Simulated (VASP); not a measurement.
# CuC23 (a cell with a defect) in VASP: further runs

The runs below take CuC23 (a cell with a defect) through single point, with PBEsol+U.

Everything below comes from runs of VASP 6.6.1. Logs are shortened: lines on timing, memory, paths and dates and some standing lists are left out, and cuts for length are marked.

## Step 1: The structure

The cell holds a defect, 24 atoms: a = 7.566 Å, b = 5.044 Å, c = 5.044 Å, α = 60.00°, β = 60.00°, γ = 60.00°.

## Step 2: Single point, PBEsol+U, collinear spin, ferromagnetic start

INCAR

```
PREC = Accurate
ENCUT = 450
EDIFF = 1E-5
ISMEAR = 0
SIGMA = 0.03
LREAL = Auto
LASPH = True
NELM = 120
ALGO = Normal
ISIF = 2
LWAVE = False
LCHARG = False
ISPIN = 2
MAGMOM = 3 0 0 0 0 0 0 0 0 0 0 0 0 0 0 0 0 0 0 0 0 0 0 0
LORBIT = 11
LMAXMIX = 4
LDAU = True
LDAUTYPE = 2
LDAUL = 2 -1
LDAUU = 5 0
LDAUJ = 0 0
LDAUPRINT = 1
GGA = PS
ISYM = 0
KPAR = 4
```

KPOINTS

```
regular mesh
0
Gamma
  3 4 4
```

POSCAR

```
CuC23                                   
1.0
    0.0000000000      5.3503200000      5.3503200000
    3.5668800000      0.0000000000      3.5668800000
    3.5668800000      3.5668800000      0.0000000000
  Cu              C             
     1    23
Direct
     0.9891749490426134    0.0052091512536081    0.0054988447280119
     0.0029833938042725    0.0004793177971766    0.4986144325602015
     0.0030015768242495    0.4974039034356876    0.0018205757770853
     0.0038018294796008    0.4973758251577220    0.4983619859358297
     0.3325028267884217    0.0024397373003014    0.0035789567684408
     0.3382852002068796    0.9989541686812496    0.4946311073001776
     0.3382167926508654    0.4937469691118515    0.0000188991123135
     0.3334055189565009    0.5004304555073145    0.5015859143022854
     0.6669475065027305    0.9985590306757702    0.9998292278683700
     0.6612632097800928    0.0016231510021443    0.5076013228733718
     0.6612797851069758    0.5062738450434873    0.0029584116472518
     0.6679956482958720    0.4993898586836265    0.5006521836551162
     0.0947462908123754    0.1373276683037249    0.1385759037547215
     0.0984962101536573    0.1353810731281372    0.5820148048432495
     0.0983352020918146    0.5815419593676894    0.1363484174090810
     0.0856986152007730    0.6239943290718488    0.6253218106889851
     0.4247719511482543    0.1186351899916196    0.1196288881515760
     0.4126602323489508    0.1254810149101218    0.6324452504321406
     0.4126845905428448    0.6313086280815602    0.1266770749158437
     0.4183487154567493    0.6238590820616761    0.6249845809179163
     0.7058362312015017    0.1481026222974404    0.1494633762535585
     0.7517038405515087    0.1257886959868203    0.6249047526141768
     0.7517233941898036    0.6235922682750099    0.1271054689868618
     0.7501194888627183    0.6245020548744306    0.6257768085034408
```

Potentials or basis: VASP PAW PBE potentials, release 64 (Cu, C).

Command:

```
cat potpaw_PBE.64/Cu/POTCAR potpaw_PBE.64/C/POTCAR > POTCAR
mpirun -np 4 vasp_std > vasp.out
```

OUTCAR:

```text
PREC = Accurate
   ENCUT = 450
   EDIFF = 1E-5
   ISMEAR = 0
   LREAL = Auto
   LASPH = True
   NELM = 120
   ISIF = 2
   ISPIN = 2
   LORBIT = 11
   GGA = PS
   ISYM = 0

 ion  position               nearest neighbor table
   1  0.989  0.005  0.005-  13 1.75  14 1.75  15 1.75  21 1.75
   2  0.003  0.000  0.499-  13 1.49  14 1.50  16 1.55  22 1.55
   3  0.003  0.497  0.002-  13 1.49  15 1.50  16 1.55  23 1.55
   4  0.004  0.497  0.498-  15 1.50  14 1.50  16 1.55  24 1.57
   5  0.333  0.002  0.004-  13 1.48  17 1.53  19 1.53  18 1.53
   6  0.338  0.999  0.495-  14 1.49  17 1.54  20 1.55  18 1.55
[... 16 lines left out ...]
  23  0.752  0.624  0.127-  12 1.54   9 1.54   3 1.55  11 1.55
  24  0.750  0.625  0.626-  12 1.54  10 1.55  11 1.55   4 1.57

IMPORTANT INFORMATION: All symmetrisations will be switched off!
NOSYMM: (Re-)initialisation of all symmetry stuff for point group C_1.

----------------------------------------------------------------------------------------

                                     Primitive cell

  volume of cell :     136.1403

  direct lattice vectors                    reciprocal lattice vectors
     0.000000000  5.350320000  5.350320000    -0.093452354  0.093452354  0.093452354
     3.566880000  0.000000000  3.566880000     0.140178531 -0.140178531  0.140178531
     3.566880000  3.566880000  0.000000000     0.140178531  0.140178531 -0.140178531

  length of vectors
     7.566495107  5.044330071  5.044330071     0.161864226  0.242796338  0.242796338

  position of ions in fractional coordinates (direct lattice)
     0.989174949  0.005209151  0.005498845
     0.002983394  0.000479318  0.498614433
     0.003001577  0.497403903  0.001820576
     0.003801829  0.497375825  0.498361986
     0.332502827  0.002439737  0.003578957
     0.338285200  0.998954169  0.494631107
[... 16 lines left out ...]
     0.751723394  0.623592268  0.127105469
     0.750119489  0.624502055  0.625776809

  ion indices of the primitive-cell ions
   primitive index   ion index
                 1           1
                 2           2
                 3           3
                 4           4
                 5           5
                 6           6
[... 16 lines left out ...]
                23          23
                24          24

----------------------------------------------------------------------------------------

 KPOINTS: regular mesh

Automatic generation of k-mesh.
 Grid dimensions read from file:
 generate k-points for:    3    4    4

 Generating k-lattice:

  Cartesian coordinates                     Fractional coordinates (reciprocal lattice)
    -0.031150785  0.031150785  0.031150785     0.333333333  0.000000000  0.000000000
     0.035044633 -0.035044633  0.035044633     0.000000000  0.250000000  0.000000000
     0.035044633  0.035044633 -0.035044633     0.000000000  0.000000000  0.250000000

  Length of vectors
     0.053954742  0.060699085  0.060699085

  Shift w.r.t. Gamma in fractional coordinates (k-lattice)
     0.000000000  0.000000000  0.000000000

 -----------------------------------------------------------------------------
|                                                                             |
|           W    W    AA    RRRRR   N    N  II  N    N   GGGG   !!!           |
|           W    W   A  A   R    R  NN   N  II  NN   N  G    G  !!!           |
|           W    W  A    A  R    R  N N  N  II  N N  N  G       !!!           |
|           W WW W  AAAAAA  RRRRR   N  N N  II  N  N N  G  GGG   !            |
|           WW  WW  A    A  R   R   N   NN  II  N   NN  G    G                |
|           W    W  A    A  R    R  N    N  II  N    N   GGGG   !!!           |
|                                                                             |
|     Your reciprocal lattice and k-lattice belong to different lattice       |
|     classes:                                                                |
|                                                                             |
|        The reciprocal lattice is body-centered orthorhombic,                |
|        whereas your k-lattice is base-centered monoclinic.                  |
|                                                                             |
|     Results are often still useful ...                                      |
|                                                                             |
[... 78 lines left out ...]
  Thomas-Fermi vector in A             =   2.604352
   LORBIT       =     11    0 simple, 1 ext, 2 COOP (PROOUT), +10 PAW based schemes
 LDA+U is selected, type is set to LDAUTYPE =  2
   angular momentum for each species LDAUL =     2   -1
   U (eV)           for each species LDAUU =   5.0  0.0
   J (eV)           for each species LDAUJ =   0.0  0.0
   GGA     = PS    functional components
   LHFCALC =     F    Hartree Fock is set to
   AEXX    =    0.0000 exact exchange contribution
   IVDW    =     0    specifies the selected vdW correction
   LEPSILON=     F    determine dielectric tensor
   LRPA    =     F    only Hartree local field effects (RPA)
 spin polarized calculation
 Gauss-broadening in eV      SIGMA  =   0.03
  energy-cutoff  :      450.00
  volume of cell :      136.14
 maximum number of plane-waves:      2968
 NGX is ok and might be reduce to    54
   NGX = 27   NGY = 17   NGZ = 17

 number of electron     103.0000008 magnetization      -0.0608580

atom =   1  type =  1  l = 2

 onsite density matrix

spin component  1

  0.9357 -0.0149 -0.0065  0.0090  0.0002
 -0.0149  0.9477 -0.0019 -0.0146  0.0034
 -0.0065 -0.0019  0.9657  0.0032 -0.0005
  0.0090 -0.0146  0.0032  0.9354  0.0059
  0.0002  0.0034 -0.0005  0.0059  0.9662

spin component  2

  0.9354 -0.0148 -0.0065  0.0090  0.0002
 -0.0148  0.9473 -0.0020 -0.0145  0.0035
 -0.0065 -0.0020  0.9657  0.0032 -0.0005
  0.0090 -0.0145  0.0032  0.9350  0.0059
  0.0002  0.0035 -0.0005  0.0059  0.9662

 occupancies and eigenvectors

  o =  0.9240  v =  0.0000  0.0000  0.0000  0.0000  0.0000  0.5195  0.6720  0.0728  0.5071 -0.1270      0.0000  0.0000  0.0000  0.0000  0.0000  0.0000  0.0000  0.0000  0.0000  0.0000
  o =  0.9243  v =  0.5183  0.6714  0.0726  0.5089 -0.1275  0.0000  0.0000  0.0000  0.0000  0.0000      0.0000  0.0000  0.0000  0.0000  0.0000  0.0000  0.0000  0.0000  0.0000  0.0000
  o =  0.9247  v =  0.0000  0.0000  0.0000  0.0000  0.0000 -0.6864  0.0006 -0.1651  0.7014 -0.0986      0.0000  0.0000  0.0000  0.0000  0.0000  0.0000  0.0000  0.0000  0.0000  0.0000
  o =  0.9251  v = -0.6874 -0.0007 -0.1658  0.7001 -0.0987  0.0000  0.0000  0.0000  0.0000  0.0000      0.0000  0.0000  0.0000  0.0000  0.0000  0.0000  0.0000  0.0000  0.0000  0.0000
  o =  0.9664  v =  0.0000  0.0000  0.0000  0.0000  0.0000  0.4254 -0.7212  0.1850  0.4183 -0.2995      0.0000  0.0000  0.0000  0.0000  0.0000  0.0000  0.0000  0.0000  0.0000  0.0000
  o =  0.9668  v =  0.3693 -0.6756  0.2753  0.3643 -0.4458  0.0000  0.0000  0.0000  0.0000  0.0000      0.0000  0.0000  0.0000  0.0000  0.0000  0.0000  0.0000  0.0000  0.0000  0.0000
  o =  0.9670  v = -0.1334  0.0044  0.8362  0.1394  0.5133  0.0000  0.0000  0.0000  0.0000  0.0000      0.0000  0.0000  0.0000  0.0000  0.0000  0.0000  0.0000  0.0000  0.0000  0.0000
  o =  0.9670  v =  0.0000  0.0000  0.0000  0.0000  0.0000 -0.1327  0.0040  0.8367  0.1390  0.5128      0.0000  0.0000  0.0000  0.0000  0.0000  0.0000  0.0000  0.0000  0.0000  0.0000
  o =  0.9676  v =  0.0000  0.0000  0.0000  0.0000  0.0000  0.2458 -0.1683 -0.4829  0.2379  0.7883      0.0000  0.0000  0.0000  0.0000  0.0000  0.0000  0.0000  0.0000  0.0000  0.0000
  o =  0.9677  v =  0.3234 -0.3045 -0.4384  0.3142  0.7154  0.0000  0.0000  0.0000  0.0000  0.0000      0.0000  0.0000  0.0000  0.0000  0.0000  0.0000  0.0000  0.0000  0.0000  0.0000

 number of electron     103.0000008 magnetization       0.0041588

 Free energy of the ion-electron system (eV)
  ---------------------------------------------------
  ext. energy  EPLUGINS =         0.00000000
  ---------------------------------------------------
  free energy    TOTEN  =      -215.48637234 eV

  energy without entropy =     -215.48564010  energy(sigma->0) =     -215.48600622

 E-fermi :  11.4577     XC(G=0): -13.6251

 val. band max:       11.4574655512   @ k =   0.0000   0.0000   0.5000
 cond. band min:      11.4597402982   @ k =   0.0000   0.0000   0.5000
 fundamental gap:      0.0022747470
 Fermi energy:        11.4576539484

 spin component 1

 k-point     1 :       0.0000    0.0000    0.0000
  band No.  band energies     occupation
      1     -11.5695      1.00000
      2      -8.7643      1.00000
      3      -8.3733      1.00000
      4      -6.1090      1.00000
      5      -6.0020      1.00000
      6      -5.9835      1.00000
[... 3161 lines left out ...]
     62      17.8301      0.00000
     63      18.0370      0.00000

 [... further k-points ...]

 [bands above 63 left out]

------------------------ aborting loop because EDIFF is reached ----------------------------------------

  FORCE on cell =-STRESS in cart. coord.  units (eV):
  Direction    XX          YY          ZZ          XY          YZ          ZX
  --------------------------------------------------------------------------------------
  -------------------------------------------------------------------------------------
  Total       20.8213848     17.0227064     17.1134344     -4.0527983      2.2120132     -4.1397670
  in kB      245.0380014    200.3329749    201.4007141    -47.6956559     26.0322404    -48.7191530
  external PRESSURE =     215.5905635 kB  Pullay stress =       0.0000000 kB

 VOLUME and BASIS-vectors are now :
 -----------------------------------------------------------------------------
  energy-cutoff  :      450.00
  volume of cell :      136.14
      direct lattice vectors                 reciprocal lattice vectors
     0.000000000  5.350320000  5.350320000    -0.093452354  0.093452354  0.093452354
     3.566880000  0.000000000  3.566880000     0.140178531 -0.140178531  0.140178531
     3.566880000  3.566880000  0.000000000     0.140178531  0.140178531 -0.140178531

 POSITION                                       TOTAL-FORCE (eV/Angst)
 -----------------------------------------------------------------------------------
      0.03819      5.31202      5.31098        -0.038424     -0.163998     -0.174863
      1.78021      1.79446      0.01767         0.218613     -0.072248     -0.903386
      1.78067      0.02255      1.79024         0.215501     -0.913562     -0.068866
      3.55168      1.79794      1.79442         0.854764     -0.134747     -0.144315
      0.02147      1.79176      1.78770         0.232030     -0.316167     -0.318365
      5.32744      3.57422      5.37308        -0.107368     -0.124062      0.101238
[... 16 lines left out ...]
      2.67765      4.47533      6.24624         0.032836     -0.179835      0.001901
      4.45959      6.24545      6.24090         0.178978     -0.004322     -0.001617
 -----------------------------------------------------------------------------------
    total drift:                               -0.000448      0.000028      0.001691

  FREE ENERGIE OF THE ION-ELECTRON SYSTEM (eV)
  ---------------------------------------------------
  free  energy   TOTEN  =      -215.4863723370 eV

  energy  without entropy=     -215.4856401015  energy(sigma->0) =     -215.48600622

 total charge

# of ion       s       p       d       tot
------------------------------------------
    1        0.753   0.922   9.466  11.141
    2        0.834   1.762   0.000   2.596
    3        0.834   1.762   0.000   2.595
    4        0.831   1.750   0.000   2.581
    5        0.838   1.790   0.000   2.629
    6        0.831   1.760   0.000   2.591
[... 16 lines left out ...]
   23        0.826   1.735   0.000   2.562
   24        0.824   1.726   0.000   2.550
--------------------------------------------------
tot         19.983  41.341   9.466  70.791

 magnetization (x)

# of ion       s       p       d       tot
------------------------------------------
    1       -0.000   0.000   0.000   0.001
    2        0.000   0.000   0.000   0.000
    3        0.000   0.000   0.000   0.000
    4       -0.000  -0.000   0.000  -0.000
    5        0.000   0.000   0.000   0.000
    6        0.000   0.000   0.000   0.000
[... 16 lines left out ...]
   23        0.000   0.000   0.000   0.000
   24        0.000   0.000   0.000   0.000
--------------------------------------------------
tot          0.000   0.001   0.000   0.002
```

Run time: 5.7 min. Hardware: 4 MPI ranks of Intel Xeon Platinum 8488C (Sapphire Rapids), shared host; peak memory 0.45 GiB.

What came out:

```
Free energy                                           : -215.4864 eV
Largest force                                         : 1.263 eV/Å
Band gap on the k mesh                                : none (metal or under the smearing width)
Net moment                                            : 0.00 μB per cell
Valence electrons inside the program's atomic spheres : Cu 11.14; C 2.60, 2.58, 2.63, 2.59, 2.61, 2.65, 2.56, 2.57, 2.68, 2.55
```

Forces on the atoms (eV/Å):
```
Cu  -0.038 -0.164 -0.175
C    0.219 -0.072 -0.903
C    0.216 -0.914 -0.069
C    0.855 -0.135 -0.144
C    0.232 -0.316 -0.318
C   -0.107 -0.124  0.101
C   -0.110  0.108 -0.125
C   -0.037  0.022  0.015
C    0.019  0.063  0.069
C   -0.010 -0.349 -0.053
C   -0.013 -0.055 -0.339
C   -0.032  0.057  0.054
C    0.103  0.891  0.890
C   -0.778 -0.081  0.741
C   -0.786  0.746 -0.093
C   -0.063  0.049  0.066
C   -0.245  0.317  0.315
C    0.083  0.148 -0.029
C    0.080 -0.039  0.143
C   -0.059 -0.016 -0.010
C    0.233  0.048  0.039
C    0.028  0.000 -0.171
C    0.033 -0.180  0.002
C    0.179 -0.004 -0.002
```

Eigenvalues of the final occupation matrices:
```
    site  spin  trace               eigenvalues
site 1 d     1   4.75  0.92 0.92 0.97 0.97 0.97
site 1 d     2   4.75  0.92 0.92 0.97 0.97 0.97
```

Caveat: the k mesh is coarse (spacing up to 0.38 Å⁻¹), so the values aren't converged; the cutoff is under 1.25 times the usual one of these potentials, so pressure, stress and relaxed cells hold a basis-set (Pulay) error; the PAW data sets were made with another functional, which shifts forces and pressure a little; the U is typed as a test and isn't derived for this compound.

## Step 3: Single point, PBEsol+U, collinear spin, ferromagnetic start

Edit INCAR of step 2 so:

```diff
@@ -15,2 +15,3 @@
 LORBIT = 11
+NUPDOWN = 3
 LMAXMIX = 4
@@ -19,3 +20,3 @@
 LDAUL = 2 -1
-LDAUU = 5 0
+LDAUU = 7 0
 LDAUJ = 0 0
```

KPOINTS is that of step 2.

POSCAR is that of step 2.

Potentials or basis: VASP PAW PBE potentials, release 64 (Cu, C).

Command:

```
cat potpaw_PBE.64/Cu/POTCAR potpaw_PBE.64/C/POTCAR > POTCAR
mpirun -np 4 vasp_std > vasp.out
```

Run time: 4.7 min. Hardware: 4 MPI ranks of Intel Xeon Platinum 8488C (Sapphire Rapids), shared host; peak memory 0.45 GiB.

The run converged. Its results:

```yaml
Free_energy: -213.7128 eV
Largest_force: 0.137 eV/Å
Net_moment: 3.00 μB per cell
Site_moments: Cu +0.83; C +0.01, +0.02, -0.00, -0.01, +0.32, +0.31, +0.03, +0.10, +0.04, +0.28 μB
Valence_electrons_inside_the_program's_atomic_spheres: Cu 11.18; C 2.60, 2.58, 2.62, 2.59, 2.61, 2.68, 2.66, 2.56, 2.57, 2.65, 2.55
```

Forces in eV/Å, atoms in the order of the input:
```
Cu  -0.015  0.007 -0.013
C    0.007 -0.002 -0.021
C    0.004 -0.032 -0.001
C    0.029 -0.002 -0.011
C    0.008 -0.020 -0.022
C    0.016 -0.001 -0.029
C    0.011 -0.020 -0.008
C    0.019  0.003 -0.004
C   -0.008  0.034  0.036
C   -0.016  0.000  0.029
C   -0.018  0.024  0.005
C   -0.007  0.007  0.005
C   -0.086 -0.077 -0.071
C    0.074  0.069 -0.066
C    0.059 -0.058  0.065
C    0.011 -0.015 -0.001
C   -0.005  0.005  0.002
C   -0.001 -0.007  0.014
C   -0.004  0.004 -0.011
C   -0.010  0.004  0.008
C   -0.073  0.081  0.084
C   -0.001 -0.003  0.008
C    0.001  0.000  0.000
C    0.005  0.000  0.002
```

Eigenvalues of the final occupation matrices:
| site | spin | trace | eigenvalues |
| --- | --- | --- | --- |
| site 1 d | 1 | 4.98 | 0.97 0.98 1.00 1.01 1.01 |
| site 1 d | 2 | 4.59 | 0.88 0.88 0.89 0.97 0.97 |

Caveat: the k mesh is coarse (spacing up to 0.38 Å⁻¹), so the values aren't converged; the cutoff is under 1.25 times the usual one of these potentials, so pressure, stress and relaxed cells hold a basis-set (Pulay) error; the PAW data sets were made with another functional, which shifts forces and pressure a little; the total moment is fixed, so each spin has its own Fermi level; the U is typed as a test and isn't derived for this compound. The state reached can hang on the start; a lower one may exist.

## Step 4: Single point, PBEsol+U, collinear spin, ferromagnetic start

Edit INCAR of step 3 so:

```diff
@@ -20,3 +20,3 @@
 LDAUL = 2 -1
-LDAUU = 7 0
+LDAUU = 5 0
 LDAUJ = 0 0
```

KPOINTS

```
regular mesh
0
Gamma
  3 5 5
```

POSCAR is that of step 3.

Command:

```
cat potpaw_PBE.64/Cu/POTCAR potpaw_PBE.64/C/POTCAR > POTCAR
mpirun -np 4 vasp_std > vasp.out
```

It took 7.1 min on 4 MPI ranks of Intel Xeon Platinum 8488C (Sapphire Rapids), shared host; peak memory 0.51 GiB.

Results (log left out):

```yaml
Free_energy: -214.1467 eV
Largest_force: 0.040 eV/Å
Net_moment: 3.00 μB per cell
Site_moments: Cu +0.85; C +0.01, +0.02, -0.00, +0.31, +0.30, +0.03, +0.10, +0.04, +0.27 μB
Valence_electrons_inside_the_program's_atomic_spheres: Cu 11.12; C 2.60, 2.58, 2.62, 2.59, 2.61, 2.68, 2.66, 2.56, 2.57, 2.55
```

Forces on the atoms (eV/Å):
```
Cu  -0.030  0.027  0.005
C    0.003 -0.003  0.001
C    0.000 -0.009 -0.002
C    0.008  0.000 -0.008
C    0.016 -0.002 -0.003
C   -0.007 -0.002 -0.006
C   -0.011  0.004 -0.009
C    0.016  0.004 -0.002
C    0.006  0.000  0.002
C    0.014 -0.010 -0.002
C    0.013 -0.007 -0.006
C   -0.007  0.007  0.005
C   -0.013 -0.009 -0.003
C    0.006 -0.004  0.000
C   -0.009  0.008 -0.007
C    0.011 -0.015  0.000
C   -0.013 -0.001 -0.004
C    0.004  0.000  0.008
C    0.000 -0.002 -0.003
C   -0.008  0.003  0.007
C   -0.010  0.014  0.018
C   -0.001 -0.003  0.007
C    0.002 -0.001  0.000
C    0.006 -0.001  0.001
```

Eigenvalues of the final occupation matrices:
```tsv
site	spin	trace	eigenvalues
site 1 d	1	4.95	0.97 0.97 0.99 1.00 1.00
site 1 d	2	4.54	0.86 0.86 0.88 0.97 0.97
```

Caveat: the cutoff is under 1.25 times the usual one of these potentials, so pressure, stress and relaxed cells hold a basis-set (Pulay) error; the PAW data sets were made with another functional, which shifts forces and pressure a little; the total moment is fixed, so each spin has its own Fermi level; the U is typed as a test and isn't derived for this compound.

(Continued in part 2 of 2.)
